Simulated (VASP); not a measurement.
Input of a VASP 6.6.1 run:

INCAR

```
SYSTEM = Pt2Rh
ALGO = Normal
EDIFF = 1E-6
ENCUT = 520
GGA = PS
ISIF = 2
ISMEAR = -1
LASPH = .True.
LCHARG = .False.
LREAL = .False.
LWAVE = .False.
NBANDS = 44
NELM = 100
PREC = Accurate
SIGMA = 0.1
```

KPOINTS

```
k-points
0
Gamma
  4 4 5
  0 0 0
```

The input POSCAR:

```
Pt2Rh
1.0
    5.2674728793      0.0000000000      0.0000000000
    0.0000000000      5.2674728793      0.0000000000
    0.0000000000      0.0000000000      4.2539988127
Rh Pt
2 4
Direct
    0.0000000000      0.0000000000      0.0000000000
    0.5000000000      0.5000000000      0.5000000000
    0.3214525387      0.3214525387      0.0000000000
    0.1785474613      0.8214525387      0.5000000000
    0.6785474613      0.6785474613      0.0000000000
    0.8214525387      0.1785474613      0.5000000000
```

Potentials or basis: VASP PAW PBE potentials, release 64 (Rh_pv, Pt).

Run with:

```console
$ cat potpaw_PBE.64/Rh_pv/POTCAR potpaw_PBE.64/Pt/POTCAR > POTCAR
$ mpirun -np 1 vasp_std > vasp.out
```

**Question.** What does it give for the largest force?

**Answer.** 0.030 eV/Å.

**Question.** Estimate the pressure.

**Answer.** -0.1 GPa.

**Question.** Predict the band gap on the k mesh.

**Answer.** None (metal or under the smearing width).

Stress tensor (GPa, compression positive):
```
-0.05  0.00  0.00
 0.00 -0.05  0.00
 0.00  0.00 -0.20
```

Caveat: the PAW data sets were made with another functional, which shifts forces and pressure a little. Spin-orbit coupling is left out, which matters for the levels of Pt.
